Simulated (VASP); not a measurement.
Given:

```xyz
2
Lattice="0.0000 2.1009 2.1009 2.1009 0.0000 2.1009 2.1009 2.1009 0.0000" Properties=species:S:1:pos:R:3 pbc="T T T"
Ti     0.0000     0.0000     0.0000
N      2.1009     2.1009     2.1009
```

The numbers are results of AM05 GGA, VASP's PBE PAW potentials (set 64) (plane waves; VASP 6.6.1), not measurements. Numerical set-up: 520 eV cut-off, Gaussian smearing of 0.050 eV, potentials Ti_sv N.

Problem. Give the energies of bands 6 to 11 at the high-symmetry points, in eV from the Fermi level.

Solution. 
```
band      Γ      X      U      L      W
----  -----  -----  -----  -----  -----
6     -2.05  -5.92  -5.96  -8.30  -5.59
7     -2.05  -3.26  -5.82  -5.64  -5.59
8     -2.05  -3.26  -4.56  -5.64  -5.50
9     -0.66  -3.25  -0.50   1.77   0.96
10    -0.66   1.71   2.08   1.77   0.96
11    -0.66   2.52   2.44   2.48   2.52
```

It has no gap at this level: it comes out as a metal or semimetal.

The compound is TiN in the rock salt structure. It was relaxed first. The electron count is odd and the run is not spin-polarised, which forces a metal.
